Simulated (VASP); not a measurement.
# Al16SO23 (a cell with a defect) in VASP: a series of runs

One crystal, Al16SO23 (a cell with a defect), is run at these levels: PBE; tasks: single point.

All numbers are computed with VASP 6.6.1; they aren't measurements. Logs are shortened: lines on timing, memory, paths and dates and some standing lists are left out, and cuts for length are marked.

**1. The crystal as given**

The cell holds a defect, 40 atoms: a = 7.064 Å, b = 7.064 Å, c = 7.064 Å, α = 85.72°, β = 85.72°, γ = 85.72°.

**2. Single point, PBE**

The input, INCAR:

```
  ALGO = Fast
  EDIFF = 1E-7
  ENCUT = 520
  GGA = PE
  ISIF = 2
  ISMEAR = -1
  LASPH = T
  LCHARG = F
  LREAL = Auto
  LWAVE = F
  NBANDS = 122
  NELM = 100
  PREC = Accurate
  SIGMA = 0.01
```

The input, KPOINTS:

```
k-points
0
Gamma
  3 3 3
```

The input, POSCAR:

```
Al16SO23
1.0
   -4.8050272208     -2.7741837594      4.3720844159
    4.8050272208     -2.7741837594      4.3720844159
    0.0000000000      5.5483675188      4.3720844159
Al S O
16 1 23
Direct
    0.6476074164      0.6492641366      0.6447290737
    0.1417938664      0.1470056320      0.6589846579
    0.1349229530      0.6464824648      0.1436765370
    0.6499434936      0.1496277669      0.1453733795
    0.8529943680      0.8582061336      0.8410153421
    0.3507358634      0.3523925836      0.8552709263
    0.3535175352      0.8650770470      0.3563234630
    0.8503722331      0.3500565064      0.3546266205
    0.1410861139      0.1486829212      0.1425163147
    0.6830981730      0.6549727406      0.1296110522
    0.6457718474      0.1488815696      0.6514585696
    0.1482639341      0.6471582762      0.6447534167
    0.3450272594      0.3169018270      0.3703889478
    0.8513170788      0.8589138861      0.3574836853
    0.8511184304      0.3542281526      0.8485414304
    0.3528417238      0.8517360659      0.8552465833
    0.4157101270      0.5842898730      0.2500000000
    0.9027745279      0.0972254721      0.2500000000
    0.9022599947      0.5982423246      0.7483117490
    0.4017576754      0.0977400053      0.7516882510
    0.4028495941      0.7557717220      0.6019159022
    0.9006119483      0.2501643438      0.5990047835
    0.9076874696      0.7594916477      0.0874671488
    0.4006637952      0.2389091699      0.0979683572
    0.5986156475      0.2409082870      0.4068403190
    0.0915234804      0.7539582433      0.4046041325
    0.0934510678      0.2503784200      0.9028379855
    0.6026853228      0.7553256274      0.8970969011
    0.2446743726      0.3973146772      0.6029030989
    0.7496215800      0.9065489322      0.5971620145
    0.7590917130      0.4013843525      0.0931596810
    0.2460417567      0.9084765196      0.0953958675
    0.7610908301      0.5993362048      0.4020316428
    0.2405083523      0.0923125304      0.4125328512
    0.2442282780      0.5971504059      0.8980840978
    0.7498356562      0.0993880517      0.9009952165
    0.5943849101      0.4056150899      0.7500000000
    0.0960029266      0.9039970734      0.7500000000
    0.0901812643      0.3966645804      0.2497608828
    0.6033354196      0.9098187357      0.2502391172
```

Potentials or basis: VASP PAW PBE potentials, release 64 (Al, S, O).

Command:

```sh
> cat potpaw_PBE.64/Al/POTCAR potpaw_PBE.64/S/POTCAR potpaw_PBE.64/O/POTCAR > POTCAR
> mpirun -np 1 vasp_std > vasp.out
```

OUTCAR:

```text
EDIFF = 1E-7
   ENCUT = 520
   GGA = PE
   ISIF = 2
   ISMEAR = -1
   LASPH = T
   LREAL = Auto
   NELM = 100
   PREC = Accurate

 ion  position               nearest neighbor table
   1  0.648  0.649  0.645-  21 1.87  37 1.88  33 1.88  28 1.98  19 1.99  30 2.00   5 2.67  14 2.80
                            15 2.81  16 2.83   8 3.24   7 3.24   6 3.28
   2  0.142  0.147  0.659-  38 1.83  22 1.87  34 1.88  27 1.92  29 1.96  20 1.99  13 2.67   6 2.67
                            15 2.75  16 2.81   5 3.13   7 3.24   8 3.27
   3  0.135  0.646  0.144-  23 1.80  35 1.89  39 1.90  26 2.04  32 2.06  17 2.18  14 2.83  16 2.84
                             7 2.84  13 3.08  10 3.20   8 3.22   6 3.24   5 3.24
   4  0.650  0.150  0.145-  40 1.84  36 1.86  24 1.87  18 1.98  31 1.99  25 2.00   8 2.67  14 2.81
                            15 2.81  13 2.82   7 3.22   6 3.24   5 3.27
   5  0.853  0.858  0.841-  38 1.83  36 1.87  23 1.88  30 1.92  28 1.96  19 1.99  10 2.67   1 2.67
                            11 2.75  12 2.81   2 3.13   3 3.24   4 3.27
   6  0.351  0.352  0.855-  35 1.87  37 1.88  24 1.88  29 1.98  20 1.99  27 2.00   2 2.67   9 2.80
                            11 2.81  12 2.83   4 3.24   3 3.24   1 3.28
   7  0.354  0.865  0.356-  34 1.80  21 1.89  40 1.90  32 2.04  26 2.06  17 2.18   9 2.83  12 2.84
                             3 2.84  10 3.08  13 3.20   4 3.22   1 3.24   2 3.24
   8  0.850  0.350  0.355-  39 1.84  22 1.86  33 1.87  18 1.98  25 1.99  31 2.00   4 2.67   9 2.81
                            11 2.81  10 2.82   3 3.22   1 3.24   2 3.27
   9  0.141  0.149  0.143-  27 1.83  32 1.84  18 1.84  39 1.96  24 1.98  34 2.08  13 2.64   6 2.80
                             8 2.81   7 2.83  15 3.22  14 3.22  16 3.24
  10  0.683  0.655  0.130-  23 1.80  28 1.85  31 1.86  33 2.04  40 2.07  17 2.09  14 2.64   5 2.67
                             8 2.82   7 3.08  15 3.12   3 3.20  16 3.30
  11  0.646  0.149  0.651-  25 1.85  20 1.86  30 1.87  36 1.96  22 1.99  37 1.99  15 2.66   5 2.75
                             6 2.81   8 2.81  13 3.12  14 3.22  16 3.24
  12  0.148  0.647  0.645-  26 1.86  29 1.88  19 1.88  35 1.96  21 2.00  38 2.01  16 2.71   5 2.81
                             6 2.83   7 2.84  14 3.24  15 3.24  13 3.30
  13  0.345  0.317  0.370-  34 1.80  29 1.85  25 1.86  24 2.04  39 2.07  17 2.09   9 2.64   2 2.67
                             4 2.82   3 3.08  11 3.12   7 3.20  12 3.30
  14  0.851  0.859  0.357-  30 1.83  26 1.84  18 1.84  40 1.96  33 1.98  23 2.08  10 2.64   1 2.80
                             4 2.81   3 2.83  11 3.22   9 3.22  12 3.24
  15  0.851  0.354  0.849-  31 1.85  19 1.86  27 1.87  22 1.96  36 1.99  37 1.99  11 2.66   2 2.75
                             1 2.81   4 2.81  10 3.12   9 3.22  12 3.24
  16  0.353  0.852  0.855-  32 1.86  28 1.88  20 1.88  21 1.96  35 2.00  38 2.01  12 2.71   2 2.81
[... 23 lines left out ...]
  39  0.090  0.397  0.250-   8 1.84   3 1.90   9 1.96  13 2.07
  40  0.603  0.910  0.250-   4 1.84   7 1.90  14 1.96  10 2.07

  LATTYP: Found a trigonal (rhomboedric) cell.
 ALAT       =     7.0639581159
 COS(alpha) =     0.0746085784

  Lattice vectors:

 A1 = (  -4.8050272208,  -2.7741837594,   4.3720844159)
 A2 = (   4.8050272208,  -2.7741837594,   4.3720844159)
[... 210 lines left out ...]
     AMIX     =   0.40;   BMIX     =  1.00
     AMIX_MAG =   1.60;   BMIX_MAG =  1.00
  volume/ion in A,a.u.               =       8.74        58.99
  Fermi-wavevector in a.u.,A,eV,Ry     =   1.340556  2.533283 24.450898  1.797090
  Thomas-Fermi vector in A             =   2.468859
   LORBIT       =      0    0 simple, 1 ext, 2 COOP (PROOUT), +10 PAW based schemes
   GGA     = PE    functional components
   LHFCALC =     F    Hartree Fock is set to
   AEXX    =    0.0000 exact exchange contribution
   IVDW    =     0    specifies the selected vdW correction
   LEPSILON=     F    determine dielectric tensor
   LRPA    =     F    only Hartree local field effects (RPA)
 non-spin polarized calculation
 RMM-DIIS sequential band-by-band and
  energy-cutoff  :      520.00
  volume of cell :      349.68
 maximum number of plane-waves:      9448
 NGX is ok and might be reduce to    54
   NGX = 27   NGY = 27   NGZ = 27

 number of electron     192.0000006 magnetization

 Free energy of the ion-electron system (eV)
  ---------------------------------------------------
  ext. energy  EPLUGINS =         0.00000000
  ---------------------------------------------------
  free energy    TOTEN  =      -291.68814289 eV

  energy without entropy =     -291.68814289  energy(sigma->0) =     -291.68814289

 E-fermi :   7.4406     XC(G=0): -11.6357

 val. band max:        7.1837695054   @ k =  -0.3333   0.3333   0.0000
 cond. band min:      12.2295890942   @ k =   0.0000   0.0000   0.0000
 fundamental gap:      5.0458195888
 Fermi energy:         7.4405832336

 k-point     1 :       0.0000    0.0000    0.0000
  band No.  band energies     occupation
      1     -12.9974      2.00000
      2     -12.0748      2.00000
      3     -11.8537      2.00000
      4     -11.7978      2.00000
      5     -11.4758      2.00000
      6     -11.1517      2.00000
[... 1099 lines left out ...]
    107      15.7456      0.00000
    108      15.8978      0.00000
 [bands above 108 left out]

------------------------ aborting loop because EDIFF is reached ----------------------------------------

  FORCE on cell =-STRESS in cart. coord.  units (eV):
  Direction    XX          YY          ZZ          XY          YZ          ZX
  --------------------------------------------------------------------------------------
  -------------------------------------------------------------------------------------
  Total       20.5151867     23.2430880     20.4598250      0.0000000     -6.5495196      0.0000000
  in kB       93.9972588    106.4960603     93.7436008      0.0000000    -30.0088368      0.0000000
  external PRESSURE =      98.0789733 kB  Pullay stress =       0.0000000 kB

 VOLUME and BASIS-vectors are now :
 -----------------------------------------------------------------------------
  energy-cutoff  :      520.00
  volume of cell :      349.68
      direct lattice vectors                 reciprocal lattice vectors
    -4.805027221 -2.774183759  4.372084416    -0.104057683 -0.060077731  0.076241285
     4.805027221 -2.774183759  4.372084416     0.104057683 -0.060077731  0.076241285
     0.000000000  5.548367519  4.372084416     0.000000000  0.120155463  0.076241285

 POSITION                                       TOTAL-FORCE (eV/Angst)
 -----------------------------------------------------------------------------------
      0.00796     -0.02057      8.48884         0.003619     -0.000480      0.000328
      0.02504      2.85511      4.14379        -0.001189     -0.006082     -0.003279
      2.45806     -1.37059      4.04454        -0.015011      0.003980      0.019096
     -2.40403     -1.41157      4.13138        -0.003226     -0.006791     -0.000965
      0.02504     -0.08092     11.15850        -0.001189      0.006082      0.003279
      0.00796      2.79475      6.81345         0.003619      0.000480     -0.000328
[... 32 lines left out ...]
      1.47266      0.03517      3.22051         0.002696     -0.002135      0.000034
      1.47266     -2.80935      7.70970         0.002696      0.002135     -0.000034
 -----------------------------------------------------------------------------------
    total drift:                               -0.003661     -0.000000     -0.000000

  FREE ENERGIE OF THE ION-ELECTRON SYSTEM (eV)
  ---------------------------------------------------
  free  energy   TOTEN  =      -291.6881428914 eV

  energy  without entropy=     -291.6881428914  energy(sigma->0) =     -291.68814289
```

Run time: 5.2 min. Hardware: 1 thread of Intel Xeon 6975P-C (Granite Rapids), shared host; peak memory 0.55 GiB.

What came out:

```yaml
Free_energy: -291.6881 eV
Pressure: 9.8 GPa
Largest_force: 0.056 eV/Å
Band_gap_on_the_k_mesh: 5.05 eV, indirect (least direct gap 5.12 eV)
```

Forces on the atoms (eV/Å):
```
Al   0.004  0.000  0.000
Al  -0.001 -0.006 -0.003
Al  -0.015  0.004  0.019
Al  -0.003 -0.007 -0.001
Al  -0.001  0.006  0.003
Al   0.004  0.000  0.000
Al  -0.015 -0.004 -0.019
Al  -0.003  0.007  0.001
Al  -0.002  0.004 -0.004
Al   0.035  0.031 -0.030
Al  -0.004  0.007 -0.003
Al  -0.004 -0.003 -0.008
Al   0.035 -0.031  0.030
Al  -0.002 -0.004  0.004
Al  -0.004 -0.007  0.003
Al  -0.004  0.003  0.008
S   -0.012  0.000  0.000
O    0.001  0.000  0.000
O   -0.002  0.002 -0.006
O   -0.002 -0.002  0.006
O   -0.003  0.005  0.000
O    0.003 -0.005 -0.004
O   -0.002  0.005  0.011
O   -0.010 -0.007  0.000
O   -0.003 -0.003 -0.005
O    0.002  0.003  0.005
O    0.002  0.000  0.005
O    0.008  0.005 -0.004
O    0.008 -0.005  0.004
O    0.002  0.000 -0.005
O   -0.003  0.003  0.005
O    0.002 -0.003 -0.005
O   -0.010  0.007  0.000
O   -0.002 -0.005 -0.011
O   -0.003 -0.005  0.000
O    0.003  0.005  0.004
O    0.000  0.000  0.000
O   -0.003  0.000  0.000
O    0.003 -0.002  0.000
O    0.003  0.002  0.000
```

Stress tensor (GPa, compression positive):
```
 9.40  0.00  0.00
 0.00 10.65 -3.00
 0.00 -3.00  9.37
```

**3. Single point, PBE**

The input, INCAR:

```
SYSTEM = Al16SO23
ALGO = Fast
EDIFF = 1E-6
ENCUT = 520
GGA = PE
ISIF = 2
ISMEAR = -1
LASPH = .TRUE.
LCHARG = .FALSE.
LREAL = Auto
LWAVE = .FALSE.
NBANDS = 122
NELM = 100
PREC = Accurate
SIGMA = 0.01
```

The input, KPOINTS:

```
k-points
0
G
  3 3 3
  0 0 0
```

The input, POSCAR:

```
Al16SO23
1.0
   -4.8050272208     -2.7741837594      4.3720844159
    4.8050272208     -2.7741837594      4.3720844159
    0.0000000000      5.5483675188      4.3720844159
Al S O
16 1 23
Direct
    0.6479040000      0.6479040000      0.6479040000
    0.1479040000      0.1479040000      0.6479040000
    0.1479040000      0.6479040000      0.1479040000
    0.6479040000      0.1479040000      0.1479040000
    0.8520960000      0.8520960000      0.8520960000
    0.3520960000      0.3520960000      0.8520960000
    0.3520960000      0.8520960000      0.3520960000
    0.8520960000      0.3520960000      0.3520960000
    0.1479040000      0.1479040000      0.1479040000
    0.6479040000      0.6479040000      0.1479040000
    0.6479040000      0.1479040000      0.6479040000
    0.1479040000      0.6479040000      0.6479040000
    0.3520960000      0.3520960000      0.3520960000
    0.8520960000      0.8520960000      0.3520960000
    0.8520960000      0.3520960000      0.8520960000
    0.3520960000      0.8520960000      0.8520960000
    0.4030727500      0.5969272500      0.2500000000
    0.9030727500      0.0969272500      0.2500000000
    0.9030727500      0.5969272500      0.7500000000
    0.4030727500      0.0969272500      0.7500000000
    0.4030727500      0.7500000000      0.5969272500
    0.9030727500      0.2500000000      0.5969272500
    0.9030727500      0.7500000000      0.0969272500
    0.4030727500      0.2500000000      0.0969272500
    0.5969272500      0.2500000000      0.4030727500
    0.0969272500      0.7500000000      0.4030727500
    0.0969272500      0.2500000000      0.9030727500
    0.5969272500      0.7500000000      0.9030727500
    0.2500000000      0.4030727500      0.5969272500
    0.7500000000      0.9030727500      0.5969272500
    0.7500000000      0.4030727500      0.0969272500
    0.2500000000      0.9030727500      0.0969272500
    0.7500000000      0.5969272500      0.4030727500
    0.2500000000      0.0969272500      0.4030727500
    0.2500000000      0.5969272500      0.9030727500
    0.7500000000      0.0969272500      0.9030727500
    0.5969272500      0.4030727500      0.7500000000
    0.0969272500      0.9030727500      0.7500000000
    0.0969272500      0.4030727500      0.2500000000
    0.5969272500      0.9030727500      0.2500000000
```

Potentials or basis: VASP PAW PBE potentials, release 64 (Al, S, O).

Command:

```sh
> cat potpaw_PBE.64/Al/POTCAR potpaw_PBE.64/S/POTCAR potpaw_PBE.64/O/POTCAR > POTCAR
> mpirun -np 1 vasp_std > vasp.out
```

OUTCAR:

```text
SYSTEM = Al16SO23
   EDIFF = 1E-6
   ENCUT = 520
   GGA = PE
   ISIF = 2
   ISMEAR = -1
   LASPH = .TRUE.
   LREAL = Auto
   NELM = 100
   PREC = Accurate

 ion  position               nearest neighbor table
   1  0.648  0.648  0.648-  21 1.87  37 1.87  33 1.87  19 1.99  28 1.99  30 1.99   5 2.68  15 2.82
                            16 2.82  14 2.82   8 3.25   7 3.25   6 3.25
   2  0.148  0.148  0.648-  22 1.87  38 1.87  34 1.87  20 1.99  27 1.99  29 1.99   6 2.68  15 2.82
                            16 2.82  13 2.82   8 3.25   7 3.25   5 3.25
   3  0.148  0.648  0.148-  23 1.87  39 1.87  35 1.87  17 1.99  26 1.99  32 1.99   7 2.68  13 2.82
[... 1426 lines left out ...]
  in kB      129.0528593    123.3908017    112.7076767      0.0000000    -56.1522735      0.0000000
  external PRESSURE =     121.7171125 kB  Pullay stress =       0.0000000 kB

 VOLUME and BASIS-vectors are now :
 -----------------------------------------------------------------------------
  energy-cutoff  :      520.00
  volume of cell :      349.68
      direct lattice vectors                 reciprocal lattice vectors
    -4.805027221 -2.774183759  4.372084416    -0.104057683 -0.060077731  0.076241285
     4.805027221 -2.774183759  4.372084416     0.104057683 -0.060077731  0.076241285
     0.000000000  5.548367519  4.372084416     0.000000000  0.120155463  0.076241285

 POSITION                                       TOTAL-FORCE (eV/Angst)
 -----------------------------------------------------------------------------------
      0.00000      0.00000      8.49807         0.011821      0.053185      0.113418
      0.00000      2.77418      4.12599         0.015483     -0.006846     -0.001230
      2.40251     -1.38709      4.12599         4.222790      0.047066     -3.925740
     -2.40251     -1.38709      4.12599        -0.090120      0.012502      0.032917
      0.00000      0.00000     11.17631         0.015483      0.006846      0.001230
      0.00000      2.77418      6.80422         0.011821     -0.053185     -0.113418
[... 32 lines left out ...]
      1.47104     -0.00000      3.27906         0.178965      0.432316     -0.592521
      1.47104     -2.77418      7.65115         0.178965     -0.432316      0.592521
 -----------------------------------------------------------------------------------
    total drift:                                0.001190     -0.000000     -0.000000

  FREE ENERGIE OF THE ION-ELECTRON SYSTEM (eV)
  ---------------------------------------------------
  free  energy   TOTEN  =      -288.5625510186 eV

  energy  without entropy=     -288.5625510186  energy(sigma->0) =     -288.56255102
```

It took 5.2 min on 1 thread of Intel Xeon 6975P-C (Granite Rapids), shared host; peak memory 0.55 GiB.

What came out:

```yaml
Free_energy: -288.5626 eV
Pressure: 12.2 GPa
Largest_force: 9.444 eV/Å
Band_gap_on_the_k_mesh: 5.85 eV, direct
```

Forces on the atoms (eV/Å):
```
Al   0.012  0.053  0.113
Al   0.015 -0.007 -0.001
Al   4.223  0.047 -3.926
Al  -0.090  0.013  0.033
Al   0.015  0.007  0.001
Al   0.012 -0.053 -0.113
Al   4.223 -0.047  3.926
Al  -0.090 -0.013 -0.033
Al   0.080  0.025 -0.032
Al  -4.623 -7.061  4.237
Al  -0.017 -0.022 -0.039
Al   0.031  0.122  0.021
Al  -4.623  7.061 -4.237
Al   0.080 -0.025  0.032
Al  -0.017  0.022  0.039
Al   0.031 -0.122 -0.021
S   -0.230  0.000  0.000
O   -0.053  0.000  0.000
O   -0.004 -0.003 -0.009
O   -0.004  0.003  0.009
O    0.106  0.304  0.393
O    0.005 -0.005  0.009
O   -0.010 -0.002  0.020
O   -0.167 -0.043 -0.244
O   -0.302  0.132  0.024
O    0.672  0.452 -0.048
O   -0.004  0.009  0.015
O    0.023 -0.316 -0.006
O    0.023  0.316  0.006
O   -0.004 -0.009 -0.015
O   -0.302 -0.132 -0.024
O    0.672 -0.452  0.048
O   -0.167  0.043  0.244
O   -0.010  0.002 -0.020
O    0.106 -0.304 -0.393
O    0.005  0.005 -0.009
O    0.029  0.000  0.000
O   -0.003  0.000  0.000
O    0.179  0.432 -0.593
O    0.179 -0.432  0.593
```

Stress tensor (GPa, compression positive):
```
12.91  0.00  0.00
 0.00 12.34 -5.62
 0.00 -5.62 11.27
```

Levels at points of the mesh, in eV from the valence-band top:
```tsv
k point	band 93	band 94	band 95	band 96	band 97	band 98	band 99	band 100
(0.00, 0.00, 0.00)	-0.39	-0.17	-0.06	0.00	5.85	7.76	7.88	7.90
```
